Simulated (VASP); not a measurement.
Data:

```yaml
crystal:
  lattice:
    - [-3.04214, 3.04214, 2.48276]
    - [3.04214, -3.04214, 2.48276]
    - [3.04214, 3.04214, -2.48276]
  atoms:
    - { symbol: Ta, position: [0.16135, 0.66135, 0.82270] }
    - { symbol: Ta, position: [0.83865, 0.33865, 0.17730] }
    - { symbol: Ta, position: [0.66135, 0.83865, 0.50000] }
    - { symbol: Ta, position: [0.33865, 0.16135, 0.50000] }
    - { symbol: Co, position: [0.75000, 0.75000, 0.00000] }
    - { symbol: Co, position: [0.25000, 0.25000, 0.00000] }
```

Computed with PBEsol GGA, VASP's PBE PAW potentials (set 64) (plane waves; VASP 6.6.1). Settings: 300 eV cut-off, 6×6×6 Γ-centred mesh, Fermi-Dirac smearing of 0.10 eV, potentials Ta_pv Co.

**Question.** Give the energies of bands 23 to 36 at the high-symmetry points, in eV from the Fermi level.

**Answer.** 
```json
[
 {"band": "23", "Γ": "-1.63", "X": "-2.12", "M": "-2.40", "Z": "-2.10", "P": "-2.10", "N": "-2.15"},
 {"band": "24", "Γ": "-1.63", "X": "-1.85", "M": "-2.00", "Z": "-2.10", "P": "-2.10", "N": "-2.15"},
 {"band": "25", "Γ": "-1.23", "X": "-1.49", "M": "-1.75", "Z": "-1.71", "P": "-1.78", "N": "-1.72"},
 {"band": "26", "Γ": "-1.23", "X": "-1.44", "M": "-1.75", "Z": "-1.71", "P": "-1.78", "N": "-1.72"},
 {"band": "27", "Γ": "-0.85", "X": "-0.98", "M": "-1.43", "Z": "-1.35", "P": "-0.72", "N": "-0.89"},
 {"band": "28", "Γ": "-0.54", "X": "-0.66", "M": "-1.29", "Z": "-1.24", "P": "-0.72", "N": "-0.89"},
 {"band": "29", "Γ": "-0.54", "X": "-0.42", "M": "-0.60", "Z": "-0.67", "P": "-0.61", "N": "-0.73"},
 {"band": "30", "Γ": "-0.29", "X": "-0.40", "M": "-0.47", "Z": "-0.63", "P": "-0.61", "N": "-0.73"},
 {"band": "31", "Γ": "-0.16", "X": "-0.09", "M": "-0.47", "Z": "-0.63", "P": "-0.21", "N": "0.22"},
 {"band": "32", "Γ": "-0.16", "X": "-0.05", "M": "1.00", "Z": "0.89", "P": "-0.21", "N": "0.22"},
 {"band": "33", "Γ": "0.51", "X": "0.10", "M": "1.16", "Z": "1.43", "P": "0.47", "N": "0.64"},
 {"band": "34", "Γ": "0.96", "X": "1.08", "M": "1.16", "Z": "1.43", "P": "0.47", "N": "0.64"},
 {"band": "35", "Γ": "1.07", "X": "1.82", "M": "1.35", "Z": "1.64", "P": "1.06", "N": "1.24"},
 {"band": "36", "Γ": "1.34", "X": "1.92", "M": "2.00", "Z": "1.82", "P": "1.06", "N": "1.24"}
]
```

It has no gap at this level: it comes out as a metal or semimetal.

The structure comes from a computed database's Ta2Co entry (I4/mcm); how it stands against other phases isn't given here. The cell was not relaxed at this level. The run is not spin-polarised, so no magnetic state was tried.
